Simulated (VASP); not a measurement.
```
PbF2
1.0
    0.00000     2.98844     2.98844
    2.98844     0.00000     2.98844
    2.98844     2.98844     0.00000
Pb F
1 2
Cartesian
  0.00000   0.00000   0.00000
  1.49422   1.49422   1.49422
  4.48266   4.48266   4.48266
```

Computed with r2SCAN meta-GGA, VASP's PBE PAW potentials (set 64) (plane waves; VASP). Settings: 520 eV cut-off, 7×7×7 Γ-centred mesh, Gaussian smearing of 0.050 eV, potentials Pb_d F.

Question: What does the run give for the energy per atom (σ→0), pressure?

Answer: 
- energy per atom (σ→0) = -23.385 eV/atom
- pressure = -2.12 GPa

The absolute energy has meaning only against runs of the same code, potentials and settings.

The compound is PbF2 in the fluorite structure, the β form. This cell is one point of a volume scan, at 1.03 of the reference volume.
